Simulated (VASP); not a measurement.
HfO2: dielectric tensor with PBE

Crystal: HfO2.

```
Hf O
1.0
     3.58771    0.00000    0.00000
     0.00000    3.58771    0.00000
     0.00000    0.00000    5.22603
Hf O
2 4
Direct
  0.50000 0.50000 0.50000
  0.00000 0.00000 0.00000
  0.00000 0.50000 0.69496
  0.50000 0.00000 0.80504
  0.50000 0.00000 0.30504
  0.00000 0.50000 0.19496
```

Measurements of this composition are mostly on another form, of space group No. 14.

```json
{
  "Program": "VASP 6.6.1",
  "Task": "dielectric tensor",
  "Functional": "PBE",
  "Potentials or basis": "VASP PAW PBE potentials, release 64 (Hf_pv, O)",
  "Cutoff": "450 eV",
  "k mesh": "9 × 9 × 7",
  "Occupations": "gaussian, width 0.02 eV",
  "Spin": "no spin polarisation",
  "Further INCAR settings": "ALGO = Fast; EDIFF = 1e-08; IBRION = 8"
}
```

The band gap on the k mesh is 4.69 eV, indirect (least direct gap 4.76 eV), the electronic dielectric tensor (diagonal) is 5.20, 5.20, 4.66 and the born charges (mean of the diagonal) is Hf +5.26; O -2.63 e. The highest phonon frequency at Γ, LO-TO splitting left out is 660 cm⁻¹.

Levels at points of the mesh, in eV from the valence-band top:
```tsv
k point	band 18	band 19	band 20	band 21	band 22	band 23	band 24	band 25	band 26
(0.00, 0.00, 0.00)	-1.31	-0.74	-0.13	-0.07	-0.07	4.69	4.70	5.91	6.07
```

Phonon frequencies in cm⁻¹ (negative: imaginary):
```csv
q point,frequencies
"(0.000, 0.000, 0.000)",0 0 0 45 45 97 97 213 308 309 430 430 458 458 584 639 660 660
```

Electronic dielectric tensor:
```
5.20 0.00 0.00
0.00 5.20 0.00
0.00 0.00 4.66
```

Born effective charge tensors (e):
atom 1, Hf
```
5.51 0.00 0.00
0.00 5.51 0.00
0.00 0.00 4.74
```
atom 2, Hf
```
5.51 0.00 0.00
0.00 5.51 0.00
0.00 0.00 4.74
```
atom 3, O
```
-3.47  0.00  0.00
 0.00 -2.04  0.00
 0.00  0.00 -2.37
```
atom 4, O
```
-3.47  0.00  0.00
 0.00 -2.04  0.00
 0.00  0.00 -2.37
```
atom 5, O
```
-2.04  0.00  0.00
 0.00 -3.47  0.00
 0.00  0.00 -2.37
```
atom 6, O
```
-2.04  0.00  0.00
 0.00 -3.47  0.00
 0.00  0.00 -2.37
```

It took 11 min on 4 MPI ranks on AMD EPYC 9R45 96-Core Processor (Zen 5), on a shared host, peak memory 0.62 GiB a rank.

Caveat: spin-orbit coupling is left out, which moves the levels of the heavy elements; an odd mesh through Γ misses points on the zone boundary, where band edges often lie.
